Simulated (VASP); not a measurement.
Data:

```
CELL_PARAMETERS angstrom
      0.00000     2.83743     2.83743
      2.83743     0.00000     2.83743
      2.83743     2.83743     0.00000
ATOMIC_POSITIONS crystal
  Ge 0.50000 0.50000 0.50000
  Ge 0.75000 0.75000 0.75000
```

These are LDA (Ceperley-Alder, Perdew-Zunger), VASP's LDA PAW potentials (set 64) (plane waves; VASP 6.6.1) values and carry that method's errors. Run with 400 eV cut-off, 10×10×10 Γ-centred mesh, first-order Methfessel-Paxton smearing of 0.10 eV, potentials Ge_d.

Energy and stress use the plane-wave basis of the starting cell.

The ions, cell shape and volume are relaxed. What does this cell relax into?

```
CELL_PARAMETERS angstrom
      0.00000     2.80791     2.80791
      2.80791     0.00000     2.80791
      2.80791     2.80791     0.00000
ATOMIC_POSITIONS crystal
  Ge 0.50000 0.50000 0.50000
  Ge 0.75000 0.75000 0.75000
```
Space group Fd-3m (227), at a tolerance of 0.03 Å.

How do energy and volume change from the first to the last step?

The energy (σ→0) changes by -4.9 meV/atom and the volume by -3.1 %, in 7 ionic steps.

```csv
step,E(σ→0) (eV),max force (eV/Å),pressure (GPa),volume (Å³)
1,-10.3821,0.000,-2.04,45.69
2,-10.3907,0.000,0.61,43.79
3,-10.3918,0.000,0.11,44.22
4,-10.3918,0.000,-0.19,44.29
5,-10.3918,0.000,0.10,44.24
6,-10.3918,0.000,-0.26,44.33
7,-10.3918,0.000,0.05,44.28
```

The structure comes from a computed database's Ge entry (Fd-3m); how it stands against other phases isn't given here. This run relaxes it. Symmetry was kept, so distortions that lower it aren't found.
